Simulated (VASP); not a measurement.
**TaZn$_{3}$ (space group Pm-3m): computed properties**

Method: PBEsol GGA, VASP's PBE PAW potentials (set 64) (plane waves; VASP 6.6.1).

```json
{
  "space_group": "Pm-3m (221)",
  "cell": "a = b = c = 3.8687 Å, α = β = γ = 90.00°",
  "volume_per_atom": "14.47 Å^3/atom",
  "band gap (over mesh and band path)": "none (metal, semimetal or under 0.01 eV)",
  "hill_bulk_modulus": "149 GPa",
  "hill_shear_modulus": "84.4 GPa",
  "Poisson's ratio": "0.261",
  "band_gap_with_spin_orbit_coupling": "none (metallic)",
  "density": "10.81 g/cm³",
  "optical Γ-point spectrum": "140 (×3), 164 (×3), 223 (×3) cm⁻¹",
  "C11": "240 GPa",
  "C12": "103 GPa",
  "C44": "97.3 GPa"
}
```

```
CELL_PARAMETERS angstrom
      3.86865     0.00000     0.00000
      0.00000     3.86865     0.00000
      0.00000     0.00000     3.86865
ATOMIC_POSITIONS crystal
  Ta 0.00000 0.00000 0.00000
  Zn 0.00000 0.50000 0.50000
  Zn 0.50000 0.00000 0.50000
  Zn 0.50000 0.50000 0.00000
```

Finite-difference elastic constants of metals are sensitive to mesh and smearing; shear constants can be off by tens of GPa. Unless said otherwise, spin-orbit coupling is left out, though it shifts the bands of the heavy elements here.

The structure comes from a computed database's TaZn3 entry (Pm-3m); how it stands against other phases isn't given here. It was relaxed first. Symmetry was kept, so distortions that lower it aren't found. The electron count is odd and the run is not spin-polarised, which forces a metal.
